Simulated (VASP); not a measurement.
```
Al
1.0
    2.83686     0.00000     0.00000
   -1.41843     2.45679     0.00000
    0.00000     0.00000    24.12410
Al
4
Cartesian
  0.00000   0.00000   8.52601
  1.41843   0.81893  10.87738
  0.00000   1.63786  13.24673
  0.00000   0.00000  15.59809
```

These are PBEsol GGA, VASP's PBE PAW potentials (set 64) (plane waves; VASP) values and carry that method's errors. Numerical set-up: PREC = Normal, 400 eV cut-off, 11×11×1 Γ-centred mesh, first-order Methfessel-Paxton smearing of 0.10 eV, potentials Al.

### Question
Predict the energy per atom (σ→0), band gap (on the k-mesh) with the smallest direct gap where there is one.

### Answer

```json
{
  "band gap (on the k-mesh)": "none (metal, semimetal or under 0.01 eV)",
  "energy per atom (σ→0)": "-3.873 eV/atom"
}
```

Total energies compare only between runs with the same potentials, cut-off and functional.

The cell is a thin slab with vacuum, built from Al (fcc): (111) face.
